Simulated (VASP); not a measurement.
A run of VASP 6.6.1 is set up as follows.

Contents of INCAR:

```
SYSTEM = InCl3
PREC = Accurate
ENCUT = 520
EDIFF = 1E-6
ISMEAR = 0
SIGMA = 0.01
LREAL = .False.
LASPH = .True.
NELM = 80
ALGO = Normal
ISIF = 2
LWAVE = .False.
LCHARG = .False.
METAGGA = SCAN
LMIXTAU = .True.
```

KPOINTS

```
Automatic mesh
0
Gamma
  1 1 1
  0 0 0
```

Contents of POSCAR:

```
InCl3
1.0
   11.0000000000      0.0000000000      0.0000000000
    0.0000000000     13.0000000000      0.0000000000
    0.0000000000      0.0000000000     13.0000000000
Cl In
3 1
Cartesian
    5.1881500000      7.3259500600      8.4474000000
    6.4069500000      4.8192500200      5.6185000300
    4.6190500400      8.2227499900      4.6206000100
    5.4054500500      6.7896500100      6.2284999400
```

Potentials or basis: VASP PAW PBE potentials, release 64 (Cl, In_d).

Command:

```bash
$ cat potpaw_PBE.64/Cl/POTCAR potpaw_PBE.64/In_d/POTCAR > POTCAR
$ mpirun -np 1 vasp_gam > vasp.out
```

Q: Predict the largest force.

A: 0.023 eV/Å.

Q: What does it give for the gap between the frontier levels?

A: 4.79 eV.

Forces on the atoms (eV/Å):
```
Cl  -0.015 -0.005  0.000
Cl   0.000 -0.002  0.000
Cl   0.002  0.003  0.018
In   0.013  0.004 -0.018
```

Caveat: the PAW data sets were made with another functional, which shifts forces and pressure a little; spin-orbit coupling is left out, which moves the levels of the heavy elements. SCAN opens gaps a little over a GGA but as a rule still falls short of measured ones.
